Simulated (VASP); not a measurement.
Consider the following.

```
CELL_PARAMETERS angstrom
      0.00000     2.61280     2.61280
      2.61280     0.00000     2.61280
      2.61280     2.61280     0.00000
ATOMIC_POSITIONS crystal
  Cu 0.75000 0.75000 0.75000
  Cu 0.50000 0.50000 0.50000
```

These are PBEsol GGA, VASP's PBE PAW potentials (set 64) (plane waves; VASP) values and carry that method's errors. Settings: 400 eV cut-off, 14×14×14 Γ-centred mesh, tetrahedra with Blöchl corrections, potentials Cu.

The job: Cu (relaxed from the diamond structure, space group Fd-3m), 2 atoms, PBEsol, static run, 400 eV, 14×14×14 Γ-centred mesh. Roughly how much core time does it take on a busy server core?

About 40 core-seconds (one run on a shared machine, a rough figure). It had 104 irreducible k-points, 15 bands, up to 660 plane waves and 13 electronic steps.

The structure was generated: Cu was put into the diamond type (Fd-3m), which need not be its known phase. It was relaxed first, which changed the volume by +12 %.
